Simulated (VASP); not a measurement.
Data:

```
CELL_PARAMETERS angstrom
      2.23000    -3.86247     0.00000
      2.23000     3.86247     0.00000
      0.00000     0.00000     5.93000
ATOMIC_POSITIONS crystal
  Te 0.00000 0.26300 0.66667
  Te 0.73700 0.73700 0.00000
  Te 0.26300 0.00000 0.33333
```

The numbers are results of PBE GGA, VASP's PBE PAW potentials (set 64) (plane waves; VASP), not measurements. Run with 400 eV cut-off, 6×6×4 Γ-centred mesh, Gaussian smearing of 0.050 eV, potentials Te.

Energy and stress use the plane-wave basis of the starting cell.

Q: The ions, cell shape and volume are relaxed. Which structure does the run end with?

A: 
```
CELL_PARAMETERS angstrom
      2.26649    -3.92567     0.00000
      2.26649     3.92567     0.00000
      0.00000     0.00000     5.94544
ATOMIC_POSITIONS crystal
  Te 0.00000 0.26716 0.66667
  Te 0.73284 0.73284 0.00000
  Te 0.26716 0.00000 0.33333
```
Space group P3_121 (152), at a tolerance of 0.03 Å.

Q: How do energy and volume change from the first to the last step?

A: The energy (σ→0) changes by -9.7 meV/atom and the volume by +3.6 %, in 5 ionic steps.

| step | E(σ→0) (eV) | max force (eV/Å) | pressure (GPa) | volume (Å³) |
|---|---|---|---|---|
| 1 | -9.3974 | 0.318 | 1.99 | 102.15 |
| 2 | -9.4120 | 0.111 | -1.23 | 108.53 |
| 3 | -9.4241 | 0.049 | -0.03 | 105.87 |
| 4 | -9.4252 | 0.038 | -0.03 | 105.86 |
| 5 | -9.4265 | 0.007 | -0.01 | 105.80 |

The compound is Te in the trig structure. This run relaxes it. Symmetry was kept, so distortions that lower it aren't found.
